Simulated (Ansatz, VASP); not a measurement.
# H22C19O (amorphous poly(phenylene vinylene) with methanol at 400 K): VASP beside Ansatz, part 2 of 2

Aim: how closely do two programs agree when they are given the same cell, functional and k mesh? Of the first pair: The structure shown is the start of the Ansatz relaxation below; VASP solves that cell, so the two are compared at the walk's first step.

VASP 6.6.1 and Ansatz 0.2.0.

So far. Step 3 (VASP: single point, PBEsol, start cell, pair 1): The run ends at a pressure of 3.34 GPa, with forces up to 6.4 eV/Å.

### Step 5. Ansatz: relaxation, PBEsol

Level of this step: Ansatz beside VASP: Kohn-Sham DFT, plane waves, PBEsol (Ansatz).

This run makes the geometry at which the two programs are then compared.

The structure compared here is the end of the Ansatz relaxation.

Contents of input.yaml:

```yaml
crystal:
  lattice:
    - [12.095, 0.0, 0.0]
    - [0.0, 12.095, 0.0]
    - [0.0, 0.0, 12.095]
  atoms:
    - { symbol: C, position: [0.96182, 0.10164, 0.31395] }
    - { symbol: C, position: [0.85928, 0.05757, 0.36811] }
    - { symbol: C, position: [0.76832, 0.02482, 0.30546] }
    - { symbol: C, position: [0.6792, 0.97616, 0.35988] }
    - { symbol: C, position: [0.68152, 0.95282, 0.47291] }
    - { symbol: C, position: [0.77544, 0.98745, 0.53242] }
    - { symbol: C, position: [0.86365, 0.03888, 0.48219] }
    - { symbol: C, position: [0.58538, 0.90137, 0.51746] }
    - { symbol: C, position: [0.57006, 0.90298, 0.62595] }
    - { symbol: C, position: [0.4676, 0.85895, 0.66136] }
    - { symbol: C, position: [0.4265, 0.75701, 0.62022] }
    - { symbol: C, position: [0.33782, 0.69629, 0.66929] }
    - { symbol: C, position: [0.28022, 0.74802, 0.75211] }
    - { symbol: C, position: [0.31547, 0.85598, 0.78975] }
    - { symbol: C, position: [0.40894, 0.9067, 0.74958] }
    - { symbol: C, position: [0.18408, 0.70132, 0.806] }
    - { symbol: C, position: [0.12616, 0.60964, 0.7685] }
    - { symbol: C, position: [0.03224, 0.57065, 0.83993] }
    - { symbol: H, position: [0.97719, 0.04099, 0.24578] }
    - { symbol: H, position: [0.94662, 0.18126, 0.28454] }
    - { symbol: H, position: [0.03408, 0.10654, 0.36745] }
    - { symbol: H, position: [0.76586, 0.04478, 0.21645] }
    - { symbol: H, position: [0.59915, 0.96692, 0.31675] }
    - { symbol: H, position: [0.77668, 0.99333, 0.62049] }
    - { symbol: H, position: [0.93347, 0.07243, 0.52666] }
    - { symbol: H, position: [0.52989, 0.86555, 0.45358] }
    - { symbol: H, position: [0.6187, 0.94173, 0.68872] }
    - { symbol: H, position: [0.47526, 0.70906, 0.55837] }
    - { symbol: H, position: [0.30986, 0.61531, 0.64913] }
    - { symbol: H, position: [0.26888, 0.894, 0.85984] }
[... 132 atom lines left out ...]
    - { symbol: C, position: [0.27562, 0.1607, 0.47057] }
    - { symbol: O, position: [0.27991, 0.2615, 0.5206] }
    - { symbol: H, position: [0.20041, 0.15764, 0.41746] }
    - { symbol: H, position: [0.35266, 0.1426, 0.42794] }
    - { symbol: H, position: [0.2705, 0.09106, 0.52972] }
    - { symbol: H, position: [0.20292, 0.2728, 0.54301] }
kpoints:
  mp_grid: { grid: [1, 1, 1] }
hamiltonian:
  xc: pbesol
scf:
  occupations: { method: gaussian, width: 0.05 }
output:
  forces: true
relax:
  f_tol: 0.05
  max_steps: 200
```

Command:

```
> ansatz run input.yaml --threads 4 --pin off --max-ram 8192MiB --backend cpu --events-out ev --progress --plain --runs-dir out
```

Numbers of over 12 decimals in the logs are rounded to 6 here.

The program printed:

```text
[...]
Crystal: 168 atoms, lattice volume = 1769.366 Å³
Basis set: ecut = 420 eV, 34505 PW (Γ), exchange–correlation on 162×162×162 points (8 copies of the dense FFT grid, shifted against one another)
Bands: 376, of which v1, the nominal top of the filled ones, is band 208 counted from 1 (207 counted from 0)
Symmetry: 1 space group operations
[...]
k-points: 1
[...]
- { symbol: C, position: [0.747714, 0.105301, 0.914653] }
    - { symbol: O, position: [0.855396, 0.149212, 0.929821] }
[...]
- { symbol: C, position: [0.420246, 0.187548, 0.558761] }
    - { symbol: O, position: [0.389944, 0.273832, 0.485607] }
[...]
- { symbol: C, position: [0.145087, 0.126228, 0.474474] }
    - { symbol: O, position: [0.179333, 0.233982, 0.441147] }
    - { symbol: H, position: [0.061468, 0.106840, 0.443751] }
    - { symbol: H, position: [0.203268, 0.066689, 0.438161] }
    - { symbol: H, position: [0.146098, 0.116583, 0.565197] }
    - { symbol: H, position: [0.135880, 0.289091, 0.481772] }
```

### Step 6. VASP: single point, PBEsol, relaxed cell, pair 2

The same cell, functional, mesh and smearing now go to VASP, with its own data sets.

Contents of INCAR:

```
SYSTEM = H22C19O
PREC = Accurate
ENCUT = 520
EDIFF = 1E-06
NELM = 120
ISMEAR = 0
SIGMA = 0.05
LREAL = Auto
ALGO = Normal
GGA = PS
NBANDS = 325
LORBIT = 11
LWAVE = .FALSE.
LCHARG = .FALSE.
ISIF = 2
LASPH = .TRUE.
GGA_COMPAT = .FALSE.
EFERMI = MIDGAP
```

Contents of POSCAR:

```
H22C19O
1.0
   12.0950000000      0.0000000000      0.0000000000
    0.0000000000     12.0950000000      0.0000000000
    0.0000000000      0.0000000000     12.0950000000
C H O
76 88 4
Direct
    0.9331300000      0.1262900000      0.2179600000
    0.8449000000      0.0740900000      0.2864700000
    0.7768300000      0.9912300000      0.2432900000
    0.6994200000      0.9377700000      0.3091800000
    0.6858100000      0.9655500000      0.4211400000
    0.7538900000      0.0494400000      0.4640600000
    0.8308100000      0.1025600000      0.3979500000
    0.6026500000      0.9087600000      0.4863200000
    0.5670400000      0.9380100000      0.5881300000
    0.4812500000      0.8832000000      0.6511400000
    0.4456500000      0.7746800000      0.6285900000
    0.3594400000      0.7269600000      0.6864200000
    0.3028000000      0.7862200000      0.7693500000
    0.3412900000      0.8926700000      0.7952100000
    0.4288800000      0.9395700000      0.7380700000
    0.2076700000      0.7414600000      0.8278300000
    0.1531100000      0.6481800000      0.8019100000
    0.0583700000      0.6016700000      0.8637300000
    0.4879900000      0.4932600000      0.3358700000
    0.3703200000      0.4777400000      0.3020100000
    0.3400800000      0.3940800000      0.2278800000
    0.2318700000      0.3816300000      0.1926400000
    0.1487700000      0.4526500000      0.2317800000
    0.1785400000      0.5342800000      0.3084500000
    0.2873200000      0.5467900000      0.3425900000
    0.0343400000      0.4442000000      0.1970300000
    0.9974800000      0.4020400000      0.1005500000
    0.8813100000      0.3976700000      0.0706600000
    0.7980400000      0.3858400000      0.1508500000
    0.6874300000      0.3875900000      0.1215800000
[... 132 atom lines left out ...]
    0.1461000000      0.1165800000      0.5652000000
    0.1358800000      0.2890900000      0.4817700000
    0.4124600000      0.4635600000      0.5947300000
    0.8554000000      0.1492100000      0.9298200000
    0.3899400000      0.2738300000      0.4856100000
    0.1793300000      0.2339800000      0.4411500000
```

Contents of KPOINTS:

```
Automatic mesh
0
Gamma
1 1 1
0 0 0
```

PAW data sets: C, H and O (PBE family, release 64).

Command:

```
> export OMP_NUM_THREADS=3
> mpirun -np 1 vasp_gam
```

The program printed:

```text
[banner, memory and clock lines left out]
running    1 mpi-ranks, on    1 nodes
[...]
Offloading initialized ...    1 GPUs detected
[...]
[... a notice as in an earlier step ...]

 LDA part: xc-table for (Slater+PW92), standard interpolation
 POSCAR, INCAR and KPOINTS ok, starting setup
[...]
entering main loop
       N       E                     dE             d eps       ncg     rms          rms(c)
DAV:   1     0.257385335189E+04    0.25739E+04   -0.21104E+05   674   0.117E+03
DAV:   2    -0.826767337782E+03   -0.34006E+04   -0.32125E+04   815   0.270E+02
DAV:   3    -0.114410119553E+04   -0.31733E+03   -0.31407E+03   820   0.827E+01
DAV:   4    -0.115222751871E+04   -0.81263E+01   -0.80975E+01   812   0.151E+01
[...]
DAV:  17    -0.105563124929E+04   -0.53188E-05   -0.15527E-05   796   0.874E-03    0.471E-03
DAV:  18    -0.105563125040E+04   -0.11144E-05   -0.38648E-06   684   0.493E-03    0.180E-03
DAV:  19    -0.105563125073E+04   -0.33059E-06   -0.12509E-06   588   0.267E-03
   1 F= -.10556313E+04 E0= -.10556313E+04  d E =0.000000E+00
```

Parts of OUTCAR (step 6):

```text
  FREE ENERGIE OF THE ION-ELECTRON SYSTEM (eV)
  ---------------------------------------------------
  free  energy   TOTEN  =     -1055.6312507323 eV

  energy  without entropy=    -1055.6312507323  energy(sigma->0) =    -1055.63125073
```

The run ends at a pressure of 0.45 GPa, with forces up to 0.18 eV/Å.

### Step 7. Comparison

Compared:

| quantity | Ansatz | VASP | difference |
| --- | --- | --- | --- |
| gap on the k mesh (eV) | 2.170 | 2.170 | 0.000 |

Forces on 8 of the 168 atoms, those with the largest forces and the largest differences (eV/Å; atoms numbered as in POSCAR):

| atom | Ansatz x, y, z | VASP x, y, z |
| --- | --- | --- |
| C73 | 0.006, -0.028, 0.002 | 0.151, -0.004, 0.049 |
| C74 | 0.026, -0.007, -0.003 | -0.090, -0.084, -0.021 |
| C75 | 0.009, -0.034, 0.007 | 0.060, -0.137, 0.105 |
| H156 | 0.011, 0.004, 0.000 | 0.035, 0.121, 0.033 |
| H160 | -0.024, -0.007, -0.012 | -0.130, 0.000, -0.070 |
| H164 | -0.009, 0.014, 0.007 | -0.061, 0.121, 0.046 |
| O167 | 0.012, 0.019, -0.008 | 0.037, 0.146, -0.059 |
| O168 | 0.012, 0.000, -0.007 | 0.115, 0.063, -0.065 |

The forces differ by 27 meV/Å r.m.s., where the r.m.s. force is 0.007 eV/Å in Ansatz and 0.028 eV/Å in VASP: the atoms lie near their places of rest in Ansatz, so a percentage would say little (all taken over all components). A gap on the mesh is an upper bound, since the band edges may lie between its points.

### Step 8. Outcome

```
r.m.s. force difference (single point, PBEsol, start cell, pair 1)   : 2.7 % of the r.m.s. force
r.m.s. force difference (single point, PBEsol, relaxed cell, pair 2) : 27 meV/Å
```

What this shows: The r.m.s. force difference is 27 meV/Å (single point, PBEsol, relaxed cell, pair 2), beyond the 12 meV/Å picked in this series as the mark of a large difference. What causes the difference of the single point, PBEsol, relaxed cell, pair 2 pair stays open here. How closely two codes agree says nothing of how well the functional describes the real material.

[Lines on the potential files, build, host, timing and source positions are cut from VASP's logs without a mark.]

[Logs are printed without paths, hosts, clocks, repeated set-up lines and the standing remarks that a program may print on its own settings, such as how far it seeks lower states.]

[Hosts, paths, dates, database ids (printed as entryN), source tags and the programs' standing remarks are cut or masked in the printed files.]
